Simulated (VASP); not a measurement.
```xyz
3
Lattice="1.7732 -3.0712 0.0000 1.7732 3.0712 0.0000 0.0000 0.0000 5.0938" Properties=species:S:1:pos:R:3 pbc="T T T"
Sn     0.0000     0.0000     0.0000
S      1.7732     1.0237     1.4605
S      1.7732    -1.0237     3.6334
```

These are LDA (Ceperley-Alder, Perdew-Zunger), VASP's LDA PAW potentials (set 64) (plane waves; VASP) values and carry that method's errors. Run with 500 eV cut-off, 7×7×5 Γ-centred mesh, Gaussian smearing of 0.050 eV, potentials Sn_d S.

Q: Predict the energy per atom (σ→0), pressure.

A: 
- energy per atom (σ→0) = -4.944 eV/atom
- pressure = 10.03 GPa

Only differences to runs with the same potentials and settings are physical.

The compound is SnS2 in the 1T layered structure. It was relaxed first under an external pressure of 10 GPa.
